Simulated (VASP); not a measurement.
A run of VASP 6.6.1 is set up as follows.

The input INCAR:

```
SYSTEM = Sr3Ta2RhO9
PREC = Accurate ; ENCUT = 520
EDIFF = 1E-6 ; ISMEAR = -1
SIGMA = 0.1 ; LREAL = Auto
LASPH = .True. ; NELM = 100
ALGO = Fast ; ISIF = 2
LWAVE = .False. ; LCHARG = .True.
GGA = PE ; LELF = .True.
LVHAR = .True. ; NBANDS = 74
```

Contents of KPOINTS:

```
Automatic mesh
0
Gamma
  3 3 3
  0 0 0
```

POSCAR

```
Sr3Ta2RhO9
1.0
    5.7663250000     -0.5699250000      0.1331920000
    0.9730860000      6.0781310000      0.1665380000
   -1.9651950000     -0.5933780000      5.4800490000
Sr Rh Ta O
3 1 2 9
Direct
    0.4561773699      0.4283307142      0.2513748478
    0.8291477614      0.2279829993      0.9225392544
    0.2355184476      0.3228576946      0.7014913101
    0.4984377184      0.8296536465      0.7989956339
    0.9654262576      0.7381393213      0.8002486291
    0.1665446579      0.8441757227      0.3669341729
    1.0057775913      0.2948957099      0.3411062801
    0.6236246342      0.7507685203      0.1042154367
    0.6902823959      0.5856386437      0.6642177504
    1.0559739314      0.6170892555      0.5361833279
    0.3865447420      0.0220135308      0.4867683197
    0.6050131697      0.5253700586     -0.0011613022
    0.1983633312      0.0978311930      0.9522203141
    0.1803454208      0.6471032450      0.0300313286
    1.0269772054      1.0302364803      0.6052875310
```

Potentials or basis: VASP PAW PBE potentials, release 64 (Sr_sv, Rh_pv, Ta_pv, O).

Command:

```console
$ cat potpaw_PBE.64/Sr_sv/POTCAR potpaw_PBE.64/Rh_pv/POTCAR potpaw_PBE.64/Ta_pv/POTCAR potpaw_PBE.64/O/POTCAR > POTCAR
$ mpirun -np 1 vasp_std > vasp.out
```

Estimate the pressure.

37.0 GPa.

Estimate the largest force.

13.773 eV/Å.

Stress tensor (GPa, compression positive):
```
32.01 -2.28  5.29
-2.28 35.56 -9.01
 5.29 -9.01 43.38
```

Caveat: the k mesh is coarse (spacing up to 0.38 Å⁻¹), so the values aren't converged; a pressure of tens of GPa on the cell as given is suspect, and the run, the potentials or the cell itself is likely at fault; an odd number of electrons without spin polarisation forces a metal; a magnetic or distorted state may lie lower. Spin-orbit coupling is left out, which matters for the levels of Ta.
